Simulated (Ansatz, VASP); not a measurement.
## Cross-check of SiW (NiAs type (invented)) between VASP and Ansatz

One calculation is typed for both programs; each brings its own data sets. How far apart do they land? The cell is generated by rule, not measured, and may not be a known phase. The cell is taken from a series of runs on this material, whose earlier steps may have relaxed, scaled, displaced or heated it; both programs get it as it stands.

Main program and level: Ansatz 0.2.0; plane waves, with VASP 6.6.1 beside it; relaxation of cell and atoms at PBEsol.

**1. The structure**

It takes space group P6_3/mmc (No. 194, hexagonal). The conventional cell has a = 3.097 Å, b = 3.097 Å, c = 7.040 Å, α = 90.00°, β = 90.00°, γ = 120.00°. Nearest to W lie 6 Si at 2.51 Å. Si has 6 W at 2.51 Å nearest. Farther neighbours are not listed.

Structure file:

```
W Si
1.0
     3.09684    0.00000    0.00000
    -1.54842    2.68194    0.00000
     0.00000    0.00000    7.04016
W Si
2 2
Direct
  0.00000 0.00000 0.00000
  0.00000 0.00000 0.50000
  0.33333 0.66667 0.25000
  0.66667 0.33333 0.75000
```

**2. VASP: relaxation of cell and atoms, PBEsol**

The relaxed volume is the usual yardstick between codes: in a stiff, nearly cubic crystal its relative difference is about their pressure difference at one cell divided by the bulk modulus.

Lines of VASP's logs that name or quote its potential files are left out, and so is its time.

INCAR reads:

```
SYSTEM = SiW
PREC = Accurate
ENCUT = 600
EDIFF = 1E-07
NELM = 120
ISMEAR = 0
SIGMA = 0.1
LREAL = .FALSE.
ALGO = Normal
GGA = PS
NBANDS = 16
LASPH = .TRUE.
LORBIT = 11
LWAVE = .FALSE.
LCHARG = .FALSE.
ISIF = 3
IBRION = 2
NSW = 80
EDIFFG = -0.005
GGA_COMPAT = .FALSE.
NELMIN = 4
```

POSCAR reads:

```
SiW
1.0
    3.0968400000      0.0000000000      0.0000000000
   -1.5484200000      2.6819420000      0.0000000000
    0.0000000000      0.0000000000      7.0401570000
W Si
2 2
Direct
    0.0000000000      0.0000000000      0.0000000000
    0.0000000000      0.0000000000      0.4999999290
    0.3333332712      0.6666665424      0.2499999645
    0.6666667288      0.3333334576      0.7500000355
```

KPOINTS reads:

```
Automatic mesh
0
Gamma
15 15 6
0 0 0
```

The projector-augmented-wave data sets are W and Si (PBE family, release 64).

The run is started by

```sh
$ mpirun -np 1 vasp_std
```

Numbers of over 12 decimals in the logs are rounded to 6 here.

The program printed:

```text
[banner, memory and clock lines left out]
running    1 mpi-ranks, on    1 nodes
 distrk:  each k-point on    1 cores,    1 groups
 distr:  one band on    1 cores,    1 groups

 POSCAR found type information on POSCAR W Si
 POSCAR found :  2 types and       4 ions
|                                                                             |
|               ----> ADVICE to this user running VASP <----                  |
|                                                                             |
|     You enforced a specific xc type in the INCAR file but a different       |
|     [... a line on the potential file left out ...]
|     I HOPE YOU KNOW WHAT YOU ARE DOING!                                     |
|                                                                             |

 LDA part: xc-table for (Slater+PW92), standard interpolation
 POSCAR, INCAR and KPOINTS ok, starting setup
 FFT: planning ... GRIDC
 FFT: planning ... GRID_SOFT
 FFT: planning ... GRID
 WAVECAR not read
 entering main loop
       N       E                     dE             d eps       ncg     rms          rms(c)
DAV:   1     0.618800788903E+02    0.61880E+02   -0.94644E+03  3464   0.123E+03
DAV:   2    -0.367307801631E+02   -0.98611E+02   -0.94142E+02  4368   0.260E+02
DAV:   3    -0.417542518532E+02   -0.50235E+01   -0.47780E+01  4976   0.468E+01
DAV:   4    -0.418265594180E+02   -0.72308E-01   -0.72236E-01  4136   0.670E+00
DAV:   5    -0.418278723834E+02   -0.13130E-02   -0.13122E-02  4992   0.796E-01    0.338E+01
DAV:   6    -0.400378052038E+02    0.17901E+01   -0.61364E+00  4792   0.129E+01    0.136E+01
DAV:   7    -0.398373840322E+02    0.20042E+00   -0.40550E-01  4400   0.408E+00    0.463E+00
DAV:   8    -0.398107867769E+02    0.26597E-01   -0.38286E-02  4472   0.114E+00    0.428E-01
DAV:   9    -0.398103010427E+02    0.48573E-03   -0.33095E-03  4480   0.362E-01    0.259E-01
DAV:  10    -0.398102620580E+02    0.38985E-04   -0.29748E-04  4768   0.103E-01    0.249E-02
DAV:  11    -0.398102478471E+02    0.14211E-04   -0.66409E-05  4472   0.482E-02    0.180E-02
DAV:  12    -0.398102465386E+02    0.13085E-05   -0.25375E-06  4864   0.109E-02    0.390E-03
DAV:  13    -0.398102463423E+02    0.19630E-06   -0.15413E-07  3688   0.300E-03    0.158E-03
DAV:  14    -0.398102463628E+02   -0.20542E-07   -0.22096E-08  3008   0.110E-03
   1 F= -.39810246E+02 E0= -.39805834E+02  d E =-.398102E+02
 curvature:   0.00 expect dE= 0.000E+00 dE for cont linesearch  0.000E+00
 trial: gam= 0.00000 g(F)=  0.673E-42 g(S)=  0.151E-02 ort = 0.000E+00 (trialstep = 0.100E+01)
 search vector abs. value=  0.151E-02
 bond charge predicted
       N       E                     dE             d eps       ncg     rms          rms(c)
DAV:   1    -0.398103572192E+02   -0.11088E-03   -0.51707E-02  3624   0.152E+00    0.587E-01
DAV:   2    -0.398094517980E+02    0.90542E-03   -0.16556E-03  4560   0.249E-01    0.293E-01
DAV:   3    -0.398092680896E+02    0.18371E-03   -0.54951E-04  4344   0.144E-01    0.208E-02
DAV:   4    -0.398092561007E+02    0.11989E-04   -0.59294E-05  4632   0.392E-02    0.205E-02
DAV:   5    -0.398092568457E+02   -0.74496E-06   -0.66034E-06  4648   0.186E-02    0.130E-02
DAV:   6    -0.398092570617E+02   -0.21603E-06   -0.46473E-07  4376   0.412E-03    0.150E-03
DAV:   7    -0.398092572230E+02   -0.16125E-06   -0.16329E-07  2608   0.187E-03    0.380E-04
DAV:   8    -0.398092571653E+02    0.57677E-07   -0.16055E-08  2304   0.102E-03
   2 F= -.39809257E+02 E0= -.39804851E+02  d E =0.989198E-03
 trial-energy change:    0.000989  1 .order    0.001017   -0.001514    0.003547
 step:   0.3060(harm=  0.2991)  dis= 0.00000  next Energy=   -39.810479 (dE=-0.232E-03)
 bond charge predicted
       N       E                     dE             d eps       ncg     rms          rms(c)
DAV:   1    -0.398110390763E+02   -0.17819E-02   -0.24806E-02  3584   0.105E+00    0.406E-01
DAV:   2    -0.398105906657E+02    0.44841E-03   -0.79054E-04  4544   0.173E-01    0.205E-01
DAV:   3    -0.398104905255E+02    0.10014E-03   -0.26891E-04  4312   0.100E-01    0.144E-02
DAV:   4    -0.398104830913E+02    0.74343E-05   -0.29761E-05  4576   0.278E-02    0.145E-02
DAV:   5    -0.398104814047E+02    0.16866E-05   -0.33131E-06  4616   0.131E-02    0.906E-03
DAV:   6    -0.398104812593E+02    0.14536E-06   -0.22127E-07  3264   0.291E-03    0.105E-03
DAV:   7    -0.398104811167E+02    0.14259E-06   -0.93214E-08  2192   0.157E-03    0.311E-04
DAV:   8    -0.398104811576E+02   -0.40911E-07   -0.11835E-08  2096   0.917E-04
   3 F= -.39810481E+02 E0= -.39806071E+02  d E =-.234795E-03
 curvature:  -0.15 expect dE=-0.944E-07 dE for cont linesearch -0.575E-07
 trial: gam= 0.00000 g(F)=  0.149E-42 g(S)=  0.631E-06 ort =-0.241E-04 (trialstep = 0.861E+00)
 search vector abs. value=  0.631E-06
 reached required accuracy - stopping structural energy minimisation
```

OUTCAR, selected parts (step 2):

```text
ion  position               nearest neighbor table
   1  0.000  0.000  0.000-   3 2.51   4 2.51   4 2.51   3 2.51   4 2.51   3 2.51
   2  0.000  0.000  0.500-   3 2.51   3 2.51   3 2.51   4 2.51   4 2.51   4 2.51
   3  0.333  0.667  0.250-   1 2.51   2 2.51   1 2.51   2 2.51   1 2.51   2 2.51
   4  0.667  0.333  0.750-   1 2.51   1 2.51   1 2.51   2 2.51   2 2.51   2 2.51

  LATTYP: Found a hexagonal cell.
 ALAT       =     3.0968400000
 C/A-ratio  =     2.2733357229

 Subroutine GETGRP returns: Found 24 space group operations
 (whereof 12 operations were pure point group operations)

The static configuration has the point symmetry D_3d.
 The point group associated with its full space group is D_6h.

 Found    108 irreducible k-points:

   k-points           NKPTS =    108   k-points in BZ     NKDIM =    108   number of bands    NBANDS=     16

   dimension x,y,z NGX =    28 NGY =   28 NGZ =   56
   dimension x,y,z NGXF=    56 NGYF=   56 NGZF=  112

   ENCUT  =  600.0 eV  44.10 Ry    6.64 a.u.   6.19  6.19 14.06*2*pi/ulx,y,z

   NELECT =      20.0000    total number of electrons

 k-points in reciprocal lattice and weights: Automatic mesh
   0.00000000  0.00000000  0.00000000       0.001
   0.06666667  0.00000000  0.00000000       0.004
   0.13333333  0.00000000  0.00000000       0.004
   0.20000000  0.00000000  0.00000000       0.004
   0.26666667  0.00000000  0.00000000       0.004
   0.33333333  0.00000000  0.00000000       0.004
   0.40000000  0.00000000  0.00000000       0.004
   0.46666667  0.00000000  0.00000000       0.004
   0.06666667  0.06666667  0.00000000       0.004
[...]
0.33333333  0.26666667  0.50000000       0.009
   0.33333333  0.33333333  0.50000000       0.001

 average (electrostatic) potential at core
       1 -36.2672       2 -36.2672       3 -80.0018       4 -80.0018

 E-fermi :   8.6676

 k-point     1 :       0.0000    0.0000    0.0000
  band No.  band energies     occupation
    ...
      7       7.7205      2.00000
      8       7.7205      2.00000
      9       8.4351      1.99899
     10       8.6537      1.15660
     11       8.6537      1.15659
     12       9.2357      0.00000
     13      10.1470      0.00000
     14      10.1470      0.00000
     15      14.1871      0.00000
     16      14.1871      0.00000

 k-point     2 :       0.0667    0.0000    0.0000
  band No.  band energies     occupation
    ...
      7       7.2852      2.00000
      8       7.8344      2.00000
      9       8.4134      1.99968
     10       8.4873      1.98922
     11       8.5692      1.83622
     12       9.2753      0.00000
     13      10.0995      0.00000
     14      10.5420      0.00000
     15      13.8456      0.00000
     16      14.2391      0.00000

 k-point     3 :       0.1333    0.0000    0.0000
  band No.  band energies     occupation
    ...
      7       7.2451      2.00000
      8       8.0075      2.00000
      9       8.1386      2.00000
     10       8.1650      2.00000
     11       8.4177      1.99959
     12       9.3908      0.00000
     13       9.9767      0.00000
     14      11.4120      0.00000
     15      13.0580      0.00000
     16      14.2317      0.00000

  Total        0.0050876      0.0050876      0.0007616      0.0000000      0.0000000      0.0000000
  in kB        0.1397146      0.1397146      0.0209156      0.0000000      0.0000000      0.0000000
  external PRESSURE =       0.1001149 kB  Pullay stress =       0.0000000 kB

  energy-cutoff  :      600.00
  volume of cell :       58.34
      direct lattice vectors                 reciprocal lattice vectors
     3.094806192  0.000000000  0.000000000     0.323122011  0.186554588 -0.000000000
    -1.547403096  2.680180671  0.000000000    -0.000000000  0.373109175 -0.000000000
     0.000000000  0.000000000  7.033676556     0.000000000  0.000000000  0.142173157

 POSITION                                       TOTAL-FORCE (eV/Angst)
 -----------------------------------------------------------------------------------
     -0.00000      0.00000      0.00000        -0.000000      0.000000     -0.000000
      0.00000      0.00000      3.51684        -0.000000      0.000000     -0.000000
     -0.00000      1.78679      1.75842         0.000000      0.000000      0.000000
      1.54740      0.89339      5.27526        -0.000000     -0.000000     -0.000000
 -----------------------------------------------------------------------------------
    total drift:                               -0.000000     -0.000000      0.000011

  FREE ENERGIE OF THE ION-ELECTRON SYSTEM (eV)
  ---------------------------------------------------
  free  energy   TOTEN  =       -39.8104811576 eV

  energy  without entropy=      -39.8016607531  energy(sigma->0) =      -39.80607096

 reached required accuracy - stopping structural energy minimisation

 total charge
# of ion       s       p       d       tot
------------------------------------------
    1        0.567   0.649   4.392   5.608
    2        0.567   0.649   4.392   5.608
    3        0.763   0.949   0.000   1.711
    4        0.763   0.949   0.000   1.711
--------------------------------------------------
tot          2.659   3.196   8.784  14.638

[... 3 further parts left out ...]
```

The data set W keeps the semicore shell frozen, which is cheaper and a little less accurate. The run keeps the 24 symmetry operations of its start, so it cannot find a distortion of lower symmetry.

(Continued in part 2 of 2.)

[Lines on the potential files, build, host, timing and source positions are cut from VASP's logs without a mark.]

[Logs are printed without paths, hosts, clocks, repeated set-up lines and the standing remarks that a program may print on its own settings, such as how far it seeks lower states.]

[Hosts, paths, dates, database ids (printed as entryN), source tags and the programs' standing remarks are cut or masked in the printed files.]
